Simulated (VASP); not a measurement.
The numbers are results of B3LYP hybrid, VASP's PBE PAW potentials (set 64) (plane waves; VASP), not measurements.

VASP input:

### KPOINTS_OPT
```
named points and PBE's band edges
7
Reciprocal
  0.000000   0.000000   0.000000 1 ! GAMMA
  0.500000   0.000000   0.500000 1 ! X
  0.500000   0.500000   0.500000 1 ! L
  0.500000   0.250000   0.750000 1 ! W
  0.375000   0.375000   0.750000 1 ! K
  0.625000   0.250000   0.625000 1 ! U
  0.035710   0.000000   0.035710 1 ! near an edge
```

File KPOINTS:
```
Automatic mesh
0
Gamma
6 6 6
0 0 0
```

### INCAR
```
SYSTEM = NaI
PREC = Accurate; ENCUT = 520; LREAL = .False.
LASPH = .True.; ISYM = 3
EDIFF = 1E-6; NELM = 60; ALGO = Normal
LMAXMIX = 4
ISMEAR = 0; SIGMA = 0.05
GGA = B3; AGGAC = 0.81; AGGAX = 0.72
ALDAC = 0.19; LHFCALC = .True.; AEXX = 0.2
HFRCUT = -1; PRECFOCK = Fast
ISIF = 2
LWAVE = .False.; LCHARG = .False.
```

**POSCAR**
```
NaI
1
    0.0000000000     3.2637976522     3.2637976522
    3.2637976522     0.0000000000     3.2637976522
    3.2637976522     3.2637976522     0.0000000000
Na I
1 1
Direct
  0.0000000000   0.0000000000   0.0000000000
  0.5000000000   0.5000000000   0.5000000000
```

POTCAR, in this order: Na_pv I (PBE.64 set). Program: vasp_std. Read from the step before: WAVECAR.

Output

**OSZICAR**
```
       N       E                     dE             d eps       ncg     rms          rms(c)
DAV:   1    -0.607543958413E+01   -0.60754E+01   -0.26926E-01   376   0.522E+00    0.254E+00
DAV:   2    -0.607726768921E+01   -0.18281E-02   -0.82510E-03   364   0.118E+00    0.156E+00
DAV:   3    -0.607680000641E+01    0.46768E-03   -0.42566E-04   403   0.313E-01    0.920E-01
DAV:   4    -0.607666275388E+01    0.13725E-03   -0.11358E-04   382   0.117E-01    0.539E-01
DAV:   5    -0.607662862650E+01    0.34127E-04   -0.33835E-05   364   0.524E-02    0.315E-01
DAV:   6    -0.607662043360E+01    0.81929E-05   -0.87556E-06   414   0.256E-02    0.182E-01
DAV:   7    -0.607661884209E+01    0.15915E-05   -0.26080E-06   367   0.139E-02    0.104E-01
DAV:   8    -0.607661888528E+01   -0.43190E-07   -0.89751E-07   299   0.820E-03
   1 F= -.60766189E+01 E0= -.60766189E+01  d E =-.747064E-15
       N       E                     dE             ncg
```

**OUTCAR**
```
------------------------ aborting loop because EDIFF is reached ----------------------------------------
  FORCE on cell =-STRESS in cart. coord.  units (eV):
  Direction    XX          YY          ZZ          XY          YZ          ZX
  --------------------------------------------------------------------------------------
  Total        0.1922096      0.1922096      0.1922096      0.0000000      0.0000000     -0.0000000
  in kB        4.4287999      4.4287999      4.4287999      0.0000000      0.0000000     -0.0000000
  external PRESSURE =       4.4287999 kB  Pullay stress =       0.0000000 kB
  volume of cell :       69.53
      direct lattice vectors                 reciprocal lattice vectors
     0.000000000  3.263797652  3.263797652    -0.153195772  0.153195772  0.153195772
     3.263797652  0.000000000  3.263797652     0.153195772 -0.153195772  0.153195772
     3.263797652  3.263797652  0.000000000     0.153195772  0.153195772 -0.153195772
  FREE ENERGIE OF THE ION-ELECTRON SYSTEM (eV)
  ---------------------------------------------------
  free  energy   TOTEN  =        -6.0766188853 eV

  energy  without entropy=       -6.0766188853  energy(sigma->0) =       -6.07661889

  exchange ACFDT corr.  =         0.00000000  see jH, gK, PRB 81, 115126
```
(Selected blocks of OUTCAR.)

File OUTCAR:
```
 val. band max:       -0.0695321498   @ k =   0.0000   0.0000   0.0000

 cond. band min:       4.9114018329   @ k =   0.0000   0.0000   0.0000


 Fermi energy:         0.1902056755

 k-point     1 :       0.0000    0.0000    0.0000
  band No.  band energies     occupation
      1     -24.7934      2.00000
      2     -24.7934      2.00000
      3     -24.7934      2.00000
      4     -11.8253      2.00000
      5      -0.0695      2.00000
      6      -0.0695      2.00000
      7      -0.0695      2.00000
      8       4.9114      0.00000
      9       9.3623      0.00000
     10       9.3623      0.00000
     11       9.3624      0.00000

 k-point     2 :       0.1667    0.0000    0.0000
  band No.  band energies     occupation
      1     -24.7945      2.00000
      2     -24.7935      2.00000
      3     -24.7934      2.00000
      4     -11.7497      2.00000
      5      -0.7937      2.00000
      6      -0.1459      2.00000
      7      -0.1459      2.00000
      8       5.7235      0.00000
      9       8.8902      0.00000
     10       9.5472      0.00000
     11       9.5472      0.00000

 k-point     3 :       0.3333    0.0000    0.0000
  band No.  band energies     occupation
      1     -24.7966      2.00000
      2     -24.7935      2.00000
      3     -24.7935      2.00000
      4     -11.5904      2.00000
      5      -1.8576      2.00000
      6      -0.2892      2.00000
      7      -0.2892      2.00000
      8       6.4548      0.00000
      9       9.0968      0.00000
     10       9.0968      0.00000
     11       9.3697      0.00000

 k-point     4 :       0.5000    0.0000    0.0000
  band No.  band energies     occupation
      1     -24.7977      2.00000
      2     -24.7936      2.00000
      3     -24.7936      2.00000
      4     -11.5055      2.00000
      5      -2.2954      2.00000
      6      -0.3565      2.00000
      7      -0.3565      2.00000
      8       6.4729      0.00000
      9       8.8306      0.00000
...
```

Unless said otherwise, spin-orbit coupling is left out, though it shifts the bands of the heavy elements here.

The compound is NaI in the rock salt structure. It was relaxed first.
